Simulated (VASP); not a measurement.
Calculation: LDA (Ceperley-Alder, Perdew-Zunger), VASP's LDA PAW potentials (set 64) (plane waves; VASP).

VASP ran on this input.

### KPOINTS
```
Automatic mesh
0
Gamma
9 9 9
0 0 0
```

**INCAR**
```
ALGO=Normal
EDIFF=1E-6
EDIFFG=-0.01
ENCUT=400
IBRION=2
ISIF=3
ISMEAR=1
LASPH=.True.
LCHARG=.False.
LMAXMIX=4
LREAL=.False.
LWAVE=.False.
NELM=100
NSW=60
PREC=Accurate
SIGMA=0.1
SYSTEM=InSb
```

### POSCAR
```
InSb
1
   -0.0000000000     3.2285132202     3.2285132202
    3.2285132202    -0.0000000000     3.2285132202
    3.2285132202     3.2285132202     0.0000000000
In Sb
1 1
Direct
  0.0000000000   0.0000000000   0.0000000000
  0.2500000000   0.2500000000   0.2500000000
```

POTCAR, in this order: In_d Sb (LDA.64 set). Program: vasp_std.

The resulting files:

OSZICAR:
```
       N       E                     dE             d eps       ncg     rms          rms(c)
DAV:   1     0.103538678523E+03    0.10354E+03   -0.69892E+03   923   0.114E+03
DAV:   2    -0.170545193568E+01   -0.10524E+03   -0.10314E+03   990   0.284E+02
DAV:   3    -0.819143552055E+01   -0.64860E+01   -0.64625E+01  1190   0.808E+01
DAV:   4    -0.836751943848E+01   -0.17608E+00   -0.17604E+00  1120   0.161E+01
DAV:   5    -0.837437592266E+01   -0.68565E-02   -0.68563E-02  1304   0.236E+00    0.440E+00
DAV:   6    -0.824732161170E+01    0.12705E+00   -0.18186E-01  1217   0.754E+00    0.249E+00
DAV:   7    -0.821586147191E+01    0.31460E-01   -0.78960E-02  1182   0.297E+00    0.565E-01
DAV:   8    -0.821413834388E+01    0.17231E-02   -0.74087E-03  1278   0.120E+00    0.335E-01
DAV:   9    -0.821420292928E+01   -0.64585E-04   -0.52093E-04  1025   0.242E-01    0.606E-02
DAV:  10    -0.821420525480E+01   -0.23255E-05   -0.22323E-05  1193   0.468E-02    0.332E-02
DAV:  11    -0.821420971030E+01   -0.44555E-05   -0.87271E-06   985   0.392E-02    0.125E-02
DAV:  12    -0.821420963193E+01    0.78366E-07   -0.38180E-07   540   0.963E-03
   1 F= -.82142096E+01 E0= -.82142245E+01  d E =-.821421E+01
       N       E                     dE             d eps       ncg     rms          rms(c)
DAV:   1    -0.821529234198E+01   -0.10826E-02   -0.26978E-02  1150   0.336E+00    0.204E-01
DAV:   2    -0.821437798751E+01    0.91435E-03   -0.20768E-03  1115   0.106E+00    0.710E-02
DAV:   3    -0.821423395277E+01    0.14403E-03   -0.44014E-04  1210   0.436E-01    0.407E-02
DAV:   4    -0.821423093544E+01    0.30173E-05   -0.13620E-05   935   0.367E-02    0.278E-02
DAV:   5    -0.821422762263E+01    0.33128E-05   -0.25072E-06   965   0.152E-02    0.115E-02
DAV:   6    -0.821422728094E+01    0.34169E-06   -0.47557E-07   460   0.865E-03
   2 F= -.82142273E+01 E0= -.82142407E+01  d E =-.176490E-04
```

### OUTCAR
```
------------------------ aborting loop because EDIFF is reached ----------------------------------------
  FORCE on cell =-STRESS in cart. coord.  units (eV):
  Direction    XX          YY          ZZ          XY          YZ          ZX
  --------------------------------------------------------------------------------------
  Total        0.0194306      0.0194306      0.0194306      0.0000000      0.0000000      0.0000000
  in kB        0.4637157      0.4637157      0.4637157      0.0000000      0.0000000      0.0000000
  external PRESSURE =       0.4637157 kB  Pullay stress =       0.0000000 kB
  volume of cell :       67.13
      direct lattice vectors                 reciprocal lattice vectors
     0.000000000  3.225808936  3.225808936    -0.154999881  0.154999881  0.154999881
     3.225808936  0.000000000  3.225808936     0.154999881 -0.154999881  0.154999881
     3.225808936  3.225808936  0.000000000     0.154999881  0.154999881 -0.154999881
  FREE ENERGIE OF THE ION-ELECTRON SYSTEM (eV)
  ---------------------------------------------------
  free  energy   TOTEN  =        -8.2142272809 eV

  energy  without entropy=       -8.2142674954  energy(sigma->0) =       -8.21424069

 reached required accuracy - stopping structural energy minimisation
```
(Selected blocks of OUTCAR.)

### CONTCAR
```
InSb
   1.00000000000000
     0.0000000000000000    3.2258089359206226    3.2258089359206226
     3.2258089359206226    0.0000000000000000    3.2258089359206226
     3.2258089359206226    3.2258089359206226    0.0000000000000000
  In              Sb
     1     1
Direct
     1.0000000000000000    1.0000000000000000    1.0000000000000000
     0.2500000000000000    0.2500000000000000    0.2500000000000000
```

The compound is InSb in the zinc blende structure. This run relaxes it. Symmetry was kept, so distortions that lower it aren't found. The start is the result of an earlier pass.
